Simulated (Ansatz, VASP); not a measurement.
## TiS2: VASP beside Ansatz

Wanted: the spread between two codes on one cell, functional and k mesh. Of the first pair: The structure shown is the start of the Ansatz relaxation below; VASP solves that cell, so the two are compared at the walk's first step.

Main program and level: Ansatz 0.2.0; plane waves, with VASP 6.6.1 beside it; single point at PBE.

## (1) Starting point

The cell holds 3 atoms: 1 Ti and 2 S. Its edges and angles: a = 3.297 Å, b = 3.297 Å, c = 29.515 Å, α = 90.0°, β = 90.0°, γ = 120.0°. Vacuum lies along c. The height across the vacuum is the one that the program set for its solve, not the one typed.

## (2) Ansatz: relaxation, PBE

Ansatz runs on its default PAW (the set named soft_2) files.

The two programs are compared at the cell with which this relaxation starts, whose forces are those of its first step.

input.yaml

```yaml
crystal:
  lattice:
    - [3.29732, 0.0, 0.0]
    - [-1.64866, 2.85556289, 0.0]
    - [0.0, 0.0, 19.0644416]
  atoms:
    - { symbol: Ti, position: [0.33333333, 0.66666667, 0.5] }
    - { symbol: S, position: [0.0, 0.0, 0.57494559] }
    - { symbol: S, position: [0.66666667, 0.33333333, 0.42505441] }
  periodic: [true, true, false]
kpoints:
  mp_grid: { grid: [9, 9, 1] }
scf:
  occupations: { method: fermi_dirac, width: 0.05 }
hamiltonian:
  xc: pbe
  pseudopotentials: { kind: paw }
output:
  forces: true
  stress: true
relax:
  f_tol: 0.02
  max_steps: 50
  cell: {}
```

Command:

```console
$ ansatz run input.yaml --threads 4 --pin off --max-ram 8192MiB --backend cpu --events-out ev --progress --plain --runs-dir out
```

Numbers of over 12 decimals in the logs are rounded to 6 here.

What it wrote:

```text
Warning: crystal.periodic: the lattice vector that does not repeat stood 0.000° off the slab's normal, 19.064 Å along it as the deck builds it. The run solves the slab on a vector along the normal, 29.515 Å long, with every atom where it was (on the deck's vector they left 16.21 Å outside them, and the widest stretch free of ions among them is 1.43 Å). A fractional position that the run reports is one of the run's ce [...]
crystal.periodic: the lattice vector that does not repeat stood 0.000° off the slab's normal, 19.064 Å along it as the deck builds it. The run solves the slab on a vector along the normal, 29.515 Å long, with every atom where it was (on the deck's vector they left 16.21 Å outside them, and the widest stretch free of ions among them is 1.43 Å). A fractional position that the run reports is one of the run's cell, which [...]
Engine: ansatz 0.2.0, aarch64-unknown-linux-gnu
Pseudopotentials: kind: paw
Pseudopotential: Ti, paw, valence charge 12, recommended cutoff 420 eV (normal), Ti.paw.azcp
Pseudopotential: S, paw, valence charge 6, recommended cutoff 420 eV (normal), S.paw.azcp
Functional definition: PBE
  parameter kappa = 0.804
  parameter beta = 0.066725
  exchange = pbe_x(kappa = kappa, mu = beta*pi^2/3)
  correlation = pbe_c(beta = beta)
Crystal: 3 atoms, lattice volume = 277.906 Å³
Basis set: ecut = 420 eV, 5535 PW (Γ), exchange–correlation on 48×48×400 points (8 copies of the dense FFT grid, shifted against one another)
Bands: 16, of which v1, the nominal top of the filled ones, is band 12 counted from 1 (11 counted from 0)
Symmetry: 12 space group operations
Space group: P-3m1 (ITA 164), of the structure as read, at distance tolerance 6.5e-5 Å
k-points: 12 of 81
Non-local potential: Ti, projectors of the file, l = 0: 3, l = 1: 2, l = 2: 3, l = 3: 1
Non-local potential: S, projectors of the file, l = 0: 2, l = 1: 2, l = 2: 2
PAW form: soft (Blöchl's): semilocal exchange-correlation on the pseudo side does not see the compensation charge
PAW one-centre angular grid: Ti, 590 points (default); XC on 64 Gauss nodes
PAW one-centre angular grid: S, 110 points (default); XC on 64 Gauss nodes
Initial density: superposition of atomic densities (neutral atoms: chi_scale 0, normalization atom), corrected by the library's trained network
Initial wavefunctions: pseudopotential atomic-orbital guess
Functional: x = pbe(κ = 0.804, μ = 0.219515), c = pbe(β = 0.066725)
SCF iter   1: F=—  HF=-4307.602861 eV  |F-HF|=—  |Δ(HF+E_count)|=         —  Δρ=1.06e-3  dr2=5.78e-3  ethr=1.77e-3  ⟨swp⟩=12.2  Hψ=1655  notcnv=0
preconditioner: auto → LDOS  [insulator: Δε(μ)=0.435 eV  Ē_g=7.282 eV  σ=0.050 eV  W_gap=0.68  n_scr=16 (ndim 8)  ℏωp=8.9 eV  f_vac=0.771  D(μ)=0.69/eV (n_scr^D=6)  ε∞_Penn≈2.5  β→1.0]
[...]
relax step   2: F+E_penalty+E_count = -4307.68493050 eV  Δ(F+E_penalty+E_count) = -8.189e-2 eV  max|allowed force component| = 1.450e-1 eV/Å  Δτ_max = 0.0047 Å  P = +1.154 N/m  Ω = 291.962 Å³  energy of the carried Pulay correction = -1.716e-4 eV  fix = [c, alpha, beta]  reactions: c +0.000 N/m  (7 SCF iters, dr2 threshold 3.00e-7 eV, accepted)
[...]
relax step   3: F+E_penalty+E_count = -4307.69103092 eV  Δ(F+E_penalty+E_count) = -6.100e-3 eV  max|allowed force component| = 2.498e-3 eV/Å  Δτ_max = 0.0005 Å  P = +0.139 N/m  Ω = 296.447 Å³  energy of the carried Pulay correction = -2.246e-4 eV  fix = [c, alpha, beta]  reactions: c +0.000 N/m  (6 SCF iters, dr2 threshold 3.00e-7 eV, accepted)
[...]
relax step   4: F+E_penalty+E_count = -4307.69112534 eV  Δ(F+E_penalty+E_count) = -9.442e-5 eV  max|allowed force component| = 2.011e-2 eV/Å  Δτ_max = 0.0055 Å  P = +0.003 N/m  Ω = 297.825 Å³  energy of the carried Pulay correction = -2.407e-4 eV  fix = [c, alpha, beta]  reactions: c +0.000 N/m  (6 SCF iters, dr2 threshold 2.92e-8 eV, accepted)
[...]
relax step   5: F+E_penalty+E_count = -4307.69117956 eV  Δ(F+E_penalty+E_count) = -5.422e-5 eV  max|allowed force component| = 2.830e-4 eV/Å  Δτ_max = 0.0025 Å  P = -0.002 N/m  Ω = 297.513 Å³  energy of the carried Pulay correction = -2.371e-4 eV  fix = [c, alpha, beta]  reactions: c +0.000 N/m  (5 SCF iters, dr2 threshold 2.53e-8 eV, accepted)
[...]
relax step   6: F+E_penalty+E_count = -4307.69149568 eV  Δ(F+E_penalty+E_count) = -3.161e-4 eV  max|allowed force component| = 1.908e-4 eV/Å  Δτ_max = 0.0000 Å  P = +0.005 N/m  Ω = 297.513 Å³  fix = [c, alpha, beta]  reactions: c +0.000 N/m  stress off target by 5.42e-3 N/m on what of the cell is left free  SCF on the basis re-selected at this cell (its energy is not comparable with the rows above)  (7 SCF iters)
basis re-selected at this cell: Δ(F+E_penalty+E_count) = -3.161e-4 eV, ΔP = +0.008 N/m vs the last step (what re-selecting the basis moved, of the pressure what is left beyond the Pulay correction that the steps carried, after the strain that the cell walked since its last selection, with what the two solves' SCF thresholds leave and, on support functions, any second-order correction that the steps lacked; it is no m [...]
SCF converged after 7 iterations
Free energy (F): -4307.691496 eV
Harris-Foulkes:  -4307.691496 eV  (|F-HF|=2.19e-9)
Internal energy: -4307.685927 eV  (E = F + TS)
E sigma→0 (E₀):  -4307.688712 eV
Entropy (-TS):   -0.005568 eV (-1.856 meV/atom)
Fermi energy:    -5.784288 eV
--- Per-component energies (eV) ---
  E_band       = -540.902123
  E_kinetic    = 484.628296
  E_local      = -32652.663621  (includes V_loc(G=0)·N_el)
  E_nonlocal   = 62.605514
  E_hartree    = 16020.121355
  E_xc         = -292.130478
  E_vxc        = -297.327992  (∫ρ·V_xc dr)
  E_paw        = -2246.718641  (= ΣΔE_a)
  E_vpaw       = -178.387002  (= ΣTr[D̂ρ^β])
  E_aug_tail   = 0.000135  (compensation charges beyond the density's cutoff)
  E_ewald      = 14316.471513
  E_smearing   = -0.005568  (= −TS)
  E_closure    = 0.000000  (closes the sum)
  Σ components = -4307.691496   (vs F -4307.691496, Δ=0.00e0)
--- Forces (eV/Å), atoms counted from 1 ---
  atom   1  Ti    -0.00000000     0.00000000     0.00000000
  atom   2  S      0.00000000     0.00000000     0.00019077
  atom   3  S      0.00000000    -0.00000000    -0.00019077
  max |Σ_I F_I| component: 1.85e-17 eV/Å
--- 2D stress c σ (N/m, compression-positive) ---
        0.005420       0.000000       0.000000
       -0.000000       0.005420       0.000000
        0.000000       0.000000       0.000000
  P = ½ c Tr σ = 0.0054 N/m
--- Relaxed structure (5 steps of the walk, 5 accepted, 1 SCFs on fresh bases) ---
  F+E_penalty+E_count = -4307.69149568 eV   max|allowed force component| = 1.908e-4 eV/Å   (the final SCF, on the basis selected at the relaxed cell)
  cell:  # Å, volume = 297.5133 Å³
    - [3.411655, 0.0, 0]
    - [-1.705828, 2.954580, 0]
    - [0, 0, 29.515183]
  atoms:
    - { symbol: Ti, position: [0.333333, 0.666667, 0.322960] }
    - { symbol: S, position: [0, 0, 0.371125] }
    - { symbol: S, position: [0.666667, 0.333333, 0.274795] }
```

Reading the cycles: dr2 is the Hartree energy of the density residual (eV), the measure of convergence; HF is the Harris–Foulkes estimate of the energy, which meets the free energy F at convergence.

## (3) VASP: single point, PBE, start cell, pair 1

The same cell, functional, mesh and smearing now go to VASP, with its own data sets.

Lines of VASP's logs that name or quote its potential files are left out, and so is its time.

INCAR

```
SYSTEM = TiS2
PREC = Accurate
ENCUT = 400
EDIFF = 1E-06
NELM = 120
ISMEAR = -1
SIGMA = 0.05
LREAL = .FALSE.
ALGO = Normal
GGA = PE
NBANDS = 18
LASPH = .TRUE.
LORBIT = 11
LWAVE = .FALSE.
LCHARG = .FALSE.
ISIF = 2
LDIPOL = .TRUE.
IDIPOL = 3
DIPOL = 0.5 0.5 0.323
LVHAR = .TRUE.
GGA_COMPAT = .FALSE.
NELMDL = -8
```

POSCAR

```
TiS2
1.0
    3.2973200000      0.0000000000      0.0000000000
   -1.6486600000      2.8555630000      0.0000000000
    0.0000000000      0.0000000000     29.5151830000
Ti S
1 2
Direct
    0.3333333917      0.6666667834      0.3229599152
    0.0000000584      0.0000001167      0.3713687630
    0.6666667250      0.3333334501      0.2745510674
```

KPOINTS

```
Automatic mesh
0
Gamma
9 9 1
0 0 0
```

The projector-augmented-wave data sets are Ti_sv and S (PBE family, release 64).

Command:

```console
$ mpirun -np 1 vasp_std
```

What it wrote:

```text
[banner, memory and clock lines left out]
running    1 mpi-ranks, on    1 nodes
 distrk:  each k-point on    1 cores,    1 groups
 distr:  one band on    1 cores,    1 groups

 POSCAR found type information on POSCAR TiS
 POSCAR found :  2 types and       3 ions
 LDA part: xc-table for (Slater+PW92), standard interpolation
 POSCAR, INCAR and KPOINTS ok, starting setup
 FFT: planning ... GRIDC
 FFT: planning ... GRID_SOFT
 FFT: planning ... GRID
 WAVECAR not read
 entering main loop
       N       E                     dE             d eps       ncg     rms          rms(c)
DAV:   1     0.161612243778E+03    0.16161E+03   -0.96856E+03   528   0.831E+02
DAV:   2     0.897330698785E+00   -0.16071E+03   -0.15770E+03   590   0.234E+02
DAV:   3    -0.222785806658E+02   -0.23176E+02   -0.23101E+02   728   0.826E+01
DAV:   4    -0.232736981527E+02   -0.99512E+00   -0.99312E+00   604   0.161E+01
DAV:   5    -0.233330393233E+02   -0.59341E-01   -0.59333E-01   664   0.328E+00
DAV:   6    -0.233341101055E+02   -0.10708E-02   -0.10708E-02   624   0.447E-01
DAV:   7    -0.233341328558E+02   -0.22750E-04   -0.22750E-04   656   0.668E-02
DAV:   8    -0.233341331351E+02   -0.27925E-06   -0.27977E-06   624   0.755E-03    0.155E+01
DAV:   9    -0.207402042219E+02    0.25939E+01   -0.26174E+01   542   0.459E+01    0.103E+01
DAV:  10    -0.202030171076E+02    0.53719E+00   -0.14273E+01   554   0.304E+01    0.627E+00
DAV:  11    -0.199564778183E+02    0.24654E+00   -0.37251E+00   494   0.166E+01    0.292E+00
DAV:  12    -0.198693152987E+02    0.87163E-01   -0.41611E-01   508   0.557E+00    0.887E-01
DAV:  13    -0.198630517917E+02    0.62635E-02   -0.25778E-02   560   0.122E+00    0.538E-01
DAV:  14    -0.198631654397E+02   -0.11365E-03   -0.61573E-03   520   0.521E-01    0.399E-01
[...]
DAV:  21    -0.198608301100E+02   -0.70633E-04   -0.86618E-06   510   0.128E-02    0.153E-02
DAV:  22    -0.198608359504E+02   -0.58403E-05   -0.16927E-07   366   0.288E-03    0.977E-03
DAV:  23    -0.198608862320E+02   -0.50282E-04   -0.25172E-06   446   0.510E-03    0.344E-03
DAV:  24    -0.198608934087E+02   -0.71766E-05   -0.13372E-07   392   0.182E-03    0.191E-03
DAV:  25    -0.198609063264E+02   -0.12918E-04   -0.66361E-07   384   0.244E-03    0.995E-04
DAV:  26    -0.198609109427E+02   -0.46162E-05   -0.16941E-07   400   0.160E-03    0.678E-04
DAV:  27    -0.198609133822E+02   -0.24395E-05   -0.95090E-08   364   0.221E-03    0.559E-04
DAV:  28    -0.198609138626E+02   -0.48041E-06   -0.83959E-09   288   0.578E-04
   1 F= -.19860914E+02 E0= -.19858246E+02  d E =-.533634E-02
```

(Part 1 of 2 ends here.)

[Lines on the potential files, build, host, timing and source positions are cut from VASP's logs without a mark.]

[Logs are printed without paths, hosts, clocks, repeated set-up lines and the standing remarks that a program may print on its own settings, such as how far it seeks lower states.]

[Hosts, paths, dates, database ids (printed as entryN), source tags and the programs' standing remarks are cut or masked in the printed files.]
